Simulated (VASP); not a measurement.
SiC:

```xyz
8
Lattice="3.0810 0.0000 0.0000 -1.5405 2.6682 0.0000 0.0000 0.0000 10.0850" Properties=species:S:1:pos:R:3 pbc="T T T"
Si    1.5405    0.8894    9.4581
Si    0.0000    1.7788    4.4156
Si    0.0000    0.0000    6.9374
Si    0.0000    0.0000    1.8949
C     1.5405    0.8894    7.5618
C     0.0000    1.7788    2.5193
C     0.0000    0.0000    5.0471
C     0.0000    0.0000    0.0046
```

The cell is a database's computed one.

Base run:

- Program: VASP 6.6.1
- Functional: PBE0
- Potentials or basis: VASP PAW PBE potentials, release 64 (Si, C)
- Cutoff: 520 eV
- k mesh: 6 × 6 × 2
- Occupations: gaussian, width 0.02 eV
- Spin: no spin polarisation

Its results: band gap on the k mesh 3.89 eV, indirect (least direct gap 5.13 eV); pressure -2.4 GPa; largest force 0.014 eV/Å.

Question: The run is repeated on the same cell with these changes: functional from PBE0 to HSE06; further incar settings from ALGO = Normal; EDIFF = 1e-06 to ALGO = Normal; EDIFF = 1e-06; NBANDS = 26. What comes out?

Answer: Band gap on the k mesh 3.16 eV, indirect (least direct gap 4.40 eV); pressure -2.3 GPa; largest force 0.015 eV/Å.

Caveats: the PAW data sets were made with another functional, which shifts forces and pressure a little.

A k mesh can miss the band edges.

Not every run made on this cell is shown here.
